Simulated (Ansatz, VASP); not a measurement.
# Cross-check of Al13C42N13 (graphene/h-AlN heterobilayer) between VASP and Ansatz, part 2 of 3

One calculation is typed for both programs; each brings its own data sets. How far apart do they land? The cell is taken from a series of runs on this material, whose earlier steps may have relaxed, scaled, displaced or heated it; both programs get it as it stands.

VASP 6.6.1 and Ansatz 0.2.0.

So far: Starting point; Ansatz: single point, LDA, pair 1.

## Step 3: VASP: single point, LDA, pair 1

Level of this step: LDA; plane waves and PAW (C, Al, N) (VASP).

The same cell, functional (in two slightly different forms), mesh and smearing now go to VASP, with its own data sets.

Lines of VASP's logs that name or quote its potential files are left out, and so is its time.

File INCAR:

```
SYSTEM = Al13C42N13
PREC = Accurate
ENCUT = 520
EDIFF = 1E-06
NELM = 120
ISMEAR = -1
SIGMA = 0.025
LREAL = Auto
ALGO = Normal
GGA = PW92
NBANDS = 184
LORBIT = 11
LWAVE = .FALSE.
LCHARG = .FALSE.
ISIF = 2
LASPH = .TRUE.
GGA_COMPAT = .FALSE.
KPAR = 4
```

File POSCAR:

```
Al13C42N13
1.0
   11.2793000000      0.0000000000      0.0000000000
   -5.6396500000      9.7681600000      0.0000000000
    0.0000000000      0.0000000000     19.4400000000
C Al N
42 13 13
Direct
    0.0953000000      0.1426100000      0.4103800000
    0.1428500000      0.0472700000      0.4104800000
    0.1428300000      0.3806500000      0.4105700000
    0.1904400000      0.2853100000      0.4104200000
    0.1904300000      0.6187200000      0.4107100000
    0.2380000000      0.5235200000      0.4104400000
    0.2380100000      0.8568300000      0.4114500000
    0.2856300000      0.7615800000      0.4115200000
    0.2855600000      0.0949900000      0.4117800000
    0.3331500000      0.9996300000      0.4126500000
    0.3332800000      0.3330100000      0.4108600000
    0.3808200000      0.2377600000      0.4119300000
    0.3809300000      0.5711600000      0.4105200000
    0.4285800000      0.4759300000      0.4104700000
    0.4284900000      0.8091500000      0.4122200000
    0.4761400000      0.7139100000      0.4111800000
    0.4760900000      0.0473400000      0.4137900000
    0.5237200000      0.9521200000      0.4134800000
    0.5237700000      0.2855400000      0.4127000000
    0.5714500000      0.1902500000      0.4138500000
    0.5713200000      0.5235500000      0.4105600000
    0.6189400000      0.4282600000      0.4115500000
    0.6190300000      0.7615200000      0.4108300000
    0.6666500000      0.6663500000      0.4100300000
    0.6666400000      0.9996800000      0.4130100000
    0.7142700000      0.9043700000      0.4114900000
    0.7142600000      0.2378000000      0.4134300000
    0.7618700000      0.1425000000      0.4131300000
    0.7617700000      0.4758800000      0.4111800000
    0.8094600000      0.3806800000      0.4121400000
    0.8094900000      0.7139700000      0.4094900000
    0.8570200000      0.6186400000      0.4098900000
    0.8571500000      0.9520100000      0.4104700000
    0.9047200000      0.8567100000      0.4095300000
    0.9048600000      0.1901800000      0.4118300000
    0.9523600000      0.0948700000      0.4108100000
    0.9523900000      0.4283400000      0.4113100000
    0.9999900000      0.3330100000      0.4112300000
    0.9998600000      0.6663500000      0.4099000000
    0.0475100000      0.5711100000      0.4104800000
    0.0476200000      0.9044400000      0.4097600000
    0.0951500000      0.8091600000      0.4101000000
    0.1142000000      0.3703200000      0.6038200000
    0.1911500000      0.6780400000      0.6037900000
    0.2681200000      0.9857200000      0.6038800000
    0.3450500000      0.2933500000      0.6039300000
    0.4218500000      0.6011300000      0.6041100000
    0.4987500000      0.9088800000      0.6037100000
    0.5757400000      0.2164000000      0.6038300000
    0.6525500000      0.5240400000      0.6040500000
    0.7294100000      0.8319200000      0.6040600000
    0.8063600000      0.1395300000      0.6037700000
    0.8833600000      0.4470900000      0.6037500000
    0.9603000000      0.7549400000      0.6040600000
    0.0372700000      0.0626900000      0.6041500000
    0.1655200000      0.2421000000      0.6040700000
    0.2423200000      0.5497800000      0.6040700000
    0.3192500000      0.8574600000      0.6040500000
    0.3962800000      0.1651300000      0.6042800000
    0.4731300000      0.4728600000      0.6042400000
    0.5500300000      0.7806200000      0.6041400000
    0.6270000000      0.0882500000      0.6043500000
    0.7039100000      0.3959200000      0.6042800000
    0.7807700000      0.7036600000      0.6040600000
    0.8577900000      0.0113600000      0.6041500000
    0.9346700000      0.3189600000      0.6039800000
    0.0115400000      0.6266900000      0.6037600000
    0.0885300000      0.9344200000      0.6041500000
```

File KPOINTS:

```
Automatic mesh
0
Gamma
3 3 1
0 0 0
```

The projector-augmented-wave data sets are C, Al and N (LDA family, release 64).

Started as:

```bash
mpirun -np 8 vasp_std
```

Numbers of over 12 decimals in the logs are rounded to 6 here.

What it wrote:

```text
[banner, memory and clock lines left out]
running    8 mpi-ranks, on    1 nodes
[...]
|                                                                             |
|           W    W    AA    RRRRR   N    N  II  N    N   GGGG   !!!           |
|           W    W   A  A   R    R  NN   N  II  NN   N  G    G  !!!           |
|           W    W  A    A  R    R  N N  N  II  N N  N  G       !!!           |
|           W WW W  AAAAAA  RRRRR   N  N N  II  N  N N  G  GGG   !            |
|           WW  WW  A    A  R   R   N   NN  II  N   NN  G    G                |
|           W    W  A    A  R    R  N    N  II  N    N   GGGG   !!!           |
|                                                                             |
|     For optimal performance we recommend to set                             |
|       NCORE = 2 up to number-of-cores-per-socket                            |
|     NCORE specifies how many cores store one orbital (NPAR=cpu/NCORE).      |
|     This setting can greatly improve the performance of VASP for DFT.       |
[...]
|                                                                             |
|     You enforced a specific xc type in the INCAR file but a different       |
|     [... a line on the potential file left out ...]
|     I HOPE YOU KNOW WHAT YOU ARE DOING!                                     |
|                                                                             |

 LDA part: xc-table for (Slater(with rela. corr.)+PW92), standard interpolation
 POSCAR, INCAR and KPOINTS ok, starting setup
[...]
entering main loop
       N       E                     dE             d eps       ncg     rms          rms(c)
DAV:   1     0.217052858034E+04    0.21705E+04   -0.10713E+05  1912   0.116E+03
DAV:   2    -0.269116086911E+03   -0.24396E+04   -0.23175E+04  2640   0.279E+02
DAV:   3    -0.685752950107E+03   -0.41664E+03   -0.41273E+03  2184   0.118E+02
DAV:   4    -0.702211350333E+03   -0.16458E+02   -0.16390E+02  2232   0.279E+01
[...]
DAV:  23    -0.621446554357E+03   -0.10614E-04   -0.39607E-07  1344   0.103E-03    0.356E-04
DAV:  24    -0.621446556387E+03   -0.20305E-05   -0.98166E-08  1368   0.545E-04    0.508E-04
DAV:  25    -0.621446557176E+03   -0.78814E-06   -0.10186E-08  1384   0.271E-04
   1 F= -.62144656E+03 E0= -.62143890E+03  d E =-.153064E-01
```

OUTCAR, selected parts (step 3):

```text
 POSITION                                       TOTAL-FORCE (eV/Angst)
 -----------------------------------------------------------------------------------
      0.27065      1.39304      7.97779        -0.020214     -0.041215      0.021913
      1.34466      0.46174      7.97973        -0.039705      0.009491      0.013645
     -0.53571      3.71825      7.98148         0.003920     -0.008766     -0.006343
      0.53898      2.78695      7.97856        -0.025311      0.045299      0.040103
     -1.34145      6.04376      7.98420        -0.024158     -0.005178      0.003025
     -0.26800      5.11383      7.97895         0.030723     -0.006196      0.038432
     -2.14764      8.36965      7.99859         0.002705     -0.017020      0.020423
     -1.07334      7.43924      7.99995         0.025324      0.000682      0.012231
      2.68521      0.92788      8.00500         0.055204     -0.046492      0.021919
     -1.87986      9.76455      8.02192         0.015995      0.027469     -0.005442
      1.88111      3.25289      7.98712         0.002613      0.023382      0.000908
      2.95450      2.32248      8.00792         0.025534      0.036776      0.013924
      1.07548      5.57918      7.98051        -0.019825     -0.023988      0.008899
      2.15000      4.64896      7.97954        -0.024821     -0.021027      0.040232
[...]
-----------------------------------------------------------------------------------
    total drift:                                0.004338     -0.030557     -0.095753

  FREE ENERGIE OF THE ION-ELECTRON SYSTEM (eV)
  ---------------------------------------------------
  free  energy   TOTEN  =      -621.4465571756 eV

  energy  without entropy=     -621.4312507981  energy(sigma->0) =     -621.43890399

[... 1 further part left out ...]
```

## Step 4: Differences

Known differences besides the potentials themselves: the cutoff is 420 eV in Ansatz and 520 eV in VASP (PREC = Accurate, projectors in real space); VASP's log shows a relativistic correction to its local exchange, Ansatz's none. Total energies have different zeros and are not compared.

Forces on 9 of the 68 atoms, those with the largest forces and the largest differences (eV/Å; atoms numbered as in POSCAR):

| atom | Ansatz x, y, z | VASP x, y, z |
| --- | --- | --- |
| C4 | -0.024, 0.045, 0.044 | -0.025, 0.045, 0.040 |
| C9 | 0.055, -0.045, 0.018 | 0.055, -0.046, 0.022 |
| C24 | -0.010, 0.009, 0.025 | -0.014, 0.017, 0.024 |
| C39 | 0.027, -0.027, 0.035 | 0.028, -0.020, 0.044 |
| C42 | -0.013, 0.019, 0.023 | -0.015, 0.026, 0.019 |
| Al47 | 0.003, -0.010, -0.057 | 0.002, -0.009, -0.056 |
| Al51 | 0.034, -0.004, -0.051 | 0.037, -0.004, -0.050 |
| Al54 | -0.004, -0.005, -0.058 | -0.003, -0.008, -0.058 |
| Al55 | 0.005, -0.011, -0.059 | 0.005, -0.011, -0.057 |

The forces differ by 2.7 meV/Å r.m.s., which is 12.3 % of the r.m.s. force of 0.022 eV/Å (both taken over all components). With vacuum in the cell, a pressure given here is an average over mostly empty space and none of the material.

## Step 5: Ansatz: single point, LDA, pair 2

A single point gives forces, pressure and levels at one fixed geometry, so differences don't come from the geometry; what else differs is listed under the comparison.

The cell is taken from a series of runs on this material, whose earlier steps may have relaxed, scaled, displaced or heated it; both programs get it as it stands.

File input.yaml:

```yaml
crystal:
  lattice:
    - [11.2793, 0.0, 0.0]
    - [-5.63965, 9.76816, 0.0]
    - [0.0, 0.0, 19.44]
  atoms:
    - { symbol: C, position: [0.0953, 0.14261, 0.41038] }
    - { symbol: C, position: [0.14285, 0.04727, 0.41048] }
    - { symbol: C, position: [0.14283, 0.38065, 0.41057] }
    - { symbol: C, position: [0.19044, 0.28531, 0.41042] }
    - { symbol: C, position: [0.19043, 0.61872, 0.41071] }
    - { symbol: C, position: [0.238, 0.52352, 0.41044] }
    - { symbol: C, position: [0.23801, 0.85683, 0.41145] }
    - { symbol: C, position: [0.28563, 0.76158, 0.41152] }
    - { symbol: C, position: [0.28556, 0.09499, 0.41178] }
    - { symbol: C, position: [0.33315, 0.99963, 0.41265] }
    - { symbol: C, position: [0.33328, 0.33301, 0.41086] }
    - { symbol: C, position: [0.38082, 0.23776, 0.41193] }
    - { symbol: C, position: [0.38093, 0.57116, 0.41052] }
    - { symbol: C, position: [0.42858, 0.47593, 0.41047] }
    - { symbol: C, position: [0.42849, 0.80915, 0.41222] }
    - { symbol: C, position: [0.47614, 0.71391, 0.41118] }
    - { symbol: C, position: [0.47609, 0.04734, 0.41379] }
    - { symbol: C, position: [0.52372, 0.95212, 0.41348] }
    - { symbol: C, position: [0.52377, 0.28554, 0.4127] }
    - { symbol: C, position: [0.57145, 0.19025, 0.41385] }
    - { symbol: C, position: [0.57132, 0.52355, 0.41056] }
    - { symbol: C, position: [0.61894, 0.42826, 0.41155] }
    - { symbol: C, position: [0.61903, 0.76152, 0.41083] }
    - { symbol: C, position: [0.66665, 0.66635, 0.41003] }
    - { symbol: C, position: [0.66664, 0.99968, 0.41301] }
    - { symbol: C, position: [0.71427, 0.90437, 0.41149] }
    - { symbol: C, position: [0.71426, 0.2378, 0.41343] }
    - { symbol: C, position: [0.76187, 0.1425, 0.41313] }
    - { symbol: C, position: [0.76177, 0.47588, 0.41118] }
    - { symbol: C, position: [0.80946, 0.38068, 0.41214] }
    - { symbol: C, position: [0.80949, 0.71397, 0.40949] }
    - { symbol: C, position: [0.85702, 0.61864, 0.40989] }
    - { symbol: C, position: [0.85715, 0.95201, 0.41047] }
    - { symbol: C, position: [0.90472, 0.85671, 0.40953] }
    - { symbol: C, position: [0.90486, 0.19018, 0.41183] }
    - { symbol: C, position: [0.95236, 0.09487, 0.41081] }
    - { symbol: C, position: [0.95239, 0.42834, 0.41131] }
    - { symbol: C, position: [0.99999, 0.33301, 0.41123] }
    - { symbol: C, position: [0.99986, 0.66635, 0.4099] }
    - { symbol: C, position: [0.04751, 0.57111, 0.41048] }
    - { symbol: C, position: [0.04762, 0.90444, 0.40976] }
    - { symbol: C, position: [0.09515, 0.80916, 0.4101] }
    - { symbol: Al, position: [0.1142, 0.37032, 0.57296] }
    - { symbol: "N", position: [0.16552, 0.2421, 0.57321] }
    - { symbol: Al, position: [0.19115, 0.67804, 0.57293] }
    - { symbol: "N", position: [0.24232, 0.54978, 0.57321] }
    - { symbol: Al, position: [0.26812, 0.98572, 0.57302] }
    - { symbol: "N", position: [0.31925, 0.85746, 0.57319] }
    - { symbol: Al, position: [0.34505, 0.29335, 0.57307] }
    - { symbol: "N", position: [0.39628, 0.16513, 0.57342] }
    - { symbol: Al, position: [0.42185, 0.60113, 0.57325] }
    - { symbol: "N", position: [0.47313, 0.47286, 0.57338] }
    - { symbol: Al, position: [0.49875, 0.90888, 0.57285] }
    - { symbol: "N", position: [0.55003, 0.78062, 0.57328] }
    - { symbol: Al, position: [0.57574, 0.2164, 0.57297] }
    - { symbol: "N", position: [0.627, 0.08825, 0.57349] }
    - { symbol: Al, position: [0.65255, 0.52404, 0.57319] }
    - { symbol: "N", position: [0.70391, 0.39592, 0.57342] }
    - { symbol: Al, position: [0.72941, 0.83192, 0.5732] }
    - { symbol: "N", position: [0.78077, 0.70366, 0.5732] }
    - { symbol: Al, position: [0.80636, 0.13953, 0.57291] }
    - { symbol: "N", position: [0.85779, 0.01136, 0.57329] }
    - { symbol: Al, position: [0.88336, 0.44709, 0.57289] }
    - { symbol: "N", position: [0.93467, 0.31896, 0.57312] }
    - { symbol: Al, position: [0.9603, 0.75494, 0.5732] }
    - { symbol: "N", position: [0.01154, 0.62669, 0.5729] }
    - { symbol: Al, position: [0.03727, 0.06269, 0.57329] }
    - { symbol: "N", position: [0.08853, 0.93442, 0.57329] }
kpoints:
  mp_grid: { grid: [3, 3, 1] }
hamiltonian:
  xc: lda
scf:
  occupations: { method: fermi_dirac, width: 0.025 }
output:
  forces: true
  eigenvalues: true
```

Started as:

```bash
ansatz run input.yaml --threads 8 --pin off --max-ram 15872MiB --backend cpu --events-out ev --progress --plain --runs-dir out
```

What it wrote:

```text
[...]
Crystal: 68 atoms, lattice volume = 2141.860 Å³
Basis set: ecut = 420 eV, 41855 PW (Γ)
Bands: 204, of which v1, the nominal top of the filled ones, is band 136 counted from 1 (135 counted from 0)
Symmetry: 1 space group operations
[...]
k-points: 5 of 9 (time reversal used)
[...]
--- Band table (eV; the first three rows and the last of 5) ---
  k-point 0: bands = [... 132 lower, -2.0257, -2.0124, -1.3153, -1.3108, -1.3074, -1.3027, 1.0295, 1.0320, ... 64 higher]
  k-point 1: bands = [... 132 lower, -2.0944, -2.0925, -1.8928, -1.8591, -0.3046, -0.1157, 0.1862, 0.3497, ... 64 higher]
  k-point 2: bands = [... 132 lower, -2.0953, -2.0918, -1.8928, -1.8594, -0.3019, -0.1183, 0.1909, 0.3432, ... 64 higher]
  k-point 4: bands = [... 132 lower, -2.0949, -2.0926, -1.8925, -1.8588, -0.3070, -0.1141, 0.1928, 0.3476, ... 64 higher]
[key lines of the parts left out:]
SCF converged after 10 iterations
Free energy (F): -21755.925390 eV
Fermi energy:    -1.309072 eV
```

(Continued in part 3 of 3.)

[Lines on the potential files, build, host, timing and source positions are cut from VASP's logs without a mark.]

[Logs are printed without paths, hosts, clocks, repeated set-up lines and the standing remarks that a program may print on its own settings, such as how far it seeks lower states.]

[Hosts, paths, dates, database ids (printed as entryN), source tags and the programs' standing remarks are cut or masked in the printed files.]
